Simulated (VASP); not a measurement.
All values below come from PBE GGA, VASP's PBE PAW potentials (set 64) (plane waves; VASP).

VASP ran on this input.

File KPOINTS:
```
Automatic mesh
0
Gamma
6 6 6
0 0 0
```

### POSCAR
```
SrTiO3
1
    3.9425509724     0.0000000000     0.0000000000
    0.0000000000     3.9425509724     0.0000000000
    0.0000000000     0.0000000000     3.9425509724
Sr Ti O
1 1 3
Direct
  0.0000000000   0.0000000000   0.0000000000
  0.5000000000   0.5000000000   0.5000000000
  0.5000000000   0.0000000000   0.5000000000
  0.0000000000   0.5000000000   0.5000000000
  0.5000000000   0.5000000000   0.0000000000
```

### INCAR
```
! general
SYSTEM  = SrTiO3
PREC    = Accurate
ENCUT   = 520
LREAL   = F
LASPH   = T

! electronic loop
EDIFF   = 1E-7
NELM    = 100
ALGO    = Normal
LMAXMIX = 4

! smearing
ISMEAR  = -5

! functional
GGA     = PE

! ions
ISIF    = 2

! output
LWAVE   = F
LCHARG  = T
LORBIT  = 11
NEDOS   = 601

! other
LEFG    = T
```

POTCAR, in this order: Sr_sv Ti_sv O (PBE.64 set). Program: vasp_std.

The run wrote:

**OSZICAR**
```
       N       E                     dE             d eps       ncg     rms          rms(c)
DAV:   1     0.455432560538E+03    0.45543E+03   -0.22155E+04   960   0.186E+03
DAV:   2     0.646184406858E+00   -0.45479E+03   -0.44753E+03  1168   0.498E+02
DAV:   3    -0.483847347838E+02   -0.49031E+02   -0.48962E+02  1408   0.152E+02
DAV:   4    -0.504483398753E+02   -0.20636E+01   -0.20627E+01  1352   0.294E+01
DAV:   5    -0.505206213513E+02   -0.72281E-01   -0.72278E-01  1328   0.412E+00    0.262E+01
DAV:   6    -0.401591495285E+02    0.10361E+02   -0.68034E+01  1456   0.742E+01    0.156E+01
DAV:   7    -0.401946356810E+02   -0.35486E-01   -0.98891E+00  1216   0.241E+01    0.102E+01
DAV:   8    -0.401925455285E+02    0.20902E-02   -0.20970E+00  1208   0.153E+01    0.301E+00
DAV:   9    -0.401083239216E+02    0.84222E-01   -0.49979E-01  1176   0.678E+00    0.938E-01
DAV:  10    -0.401123859510E+02   -0.40620E-02   -0.11853E-01  1312   0.247E+00    0.868E-01
DAV:  11    -0.401036731975E+02    0.87128E-02   -0.72432E-02  1424   0.226E+00    0.191E-01
DAV:  12    -0.401034404815E+02    0.23272E-03   -0.26749E-03  1120   0.547E-01    0.101E-01
DAV:  13    -0.401033572749E+02    0.83207E-04   -0.55803E-04  1472   0.222E-01    0.543E-02
DAV:  14    -0.401033620492E+02   -0.47743E-05   -0.87589E-05  1304   0.660E-02    0.192E-02
DAV:  15    -0.401033599222E+02    0.21269E-05   -0.15693E-05  1424   0.437E-02    0.658E-03
DAV:  16    -0.401033601269E+02   -0.20465E-06   -0.25027E-06  1304   0.128E-02    0.350E-03
DAV:  17    -0.401033600366E+02    0.90334E-07   -0.55718E-07  1176   0.944E-03
   1 F= -.40103360E+02 E0= -.40103360E+02  d E =0.000000E+00
```

File OUTCAR:
```
------------------------ aborting loop because EDIFF is reached ----------------------------------------
  FORCE on cell =-STRESS in cart. coord.  units (eV):
  Direction    XX          YY          ZZ          XY          YZ          ZX
  --------------------------------------------------------------------------------------
  Total       -0.0691068     -0.0691068     -0.0691068     -0.0000000      0.0000000      0.0000000
  in kB       -1.8067552     -1.8067552     -1.8067552     -0.0000000      0.0000000      0.0000000
  external PRESSURE =      -1.8067552 kB  Pullay stress =       0.0000000 kB
  volume of cell :       61.28
      direct lattice vectors                 reciprocal lattice vectors
     3.942550972  0.000000000  0.000000000     0.253642884  0.000000000  0.000000000
     0.000000000  3.942550972  0.000000000     0.000000000  0.253642884  0.000000000
     0.000000000  0.000000000  3.942550972     0.000000000  0.000000000  0.253642884
 POSITION                                       TOTAL-FORCE (eV/Angst)
 -----------------------------------------------------------------------------------
      0.00000      0.00000      0.00000         0.000000      0.000000      0.000000
      1.97128      1.97128      1.97128         0.000000      0.000000      0.000000
      1.97128      0.00000      1.97128         0.000000      0.000000      0.000000
      0.00000      1.97128      1.97128         0.000000      0.000000      0.000000
      1.97128      1.97128      0.00000         0.000000      0.000000      0.000000
 -----------------------------------------------------------------------------------
    total drift:                                0.000000      0.000000     -0.000000
  FREE ENERGIE OF THE ION-ELECTRON SYSTEM (eV)
  ---------------------------------------------------
  free  energy   TOTEN  =       -40.1033600366 eV

  energy  without entropy=      -40.1033600366  energy(sigma->0) =      -40.10336004

 total charge

# of ion       s       p       d       tot
------------------------------------------
    1        1.997   5.791   0.190   7.979
    2        2.222   6.299   1.727  10.249
    3        1.563   3.479   0.000   5.042
    4        1.563   3.479   0.000   5.042
    5        1.563   3.479   0.000   5.042
--------------------------------------------------
tot          8.909  22.527   1.918  33.354
```
(Selected blocks of OUTCAR.)

The compound is SrTiO3 in the cubic perovskite structure, the ideal cubic form; the compound distorts at low or room temperature. It was relaxed first.
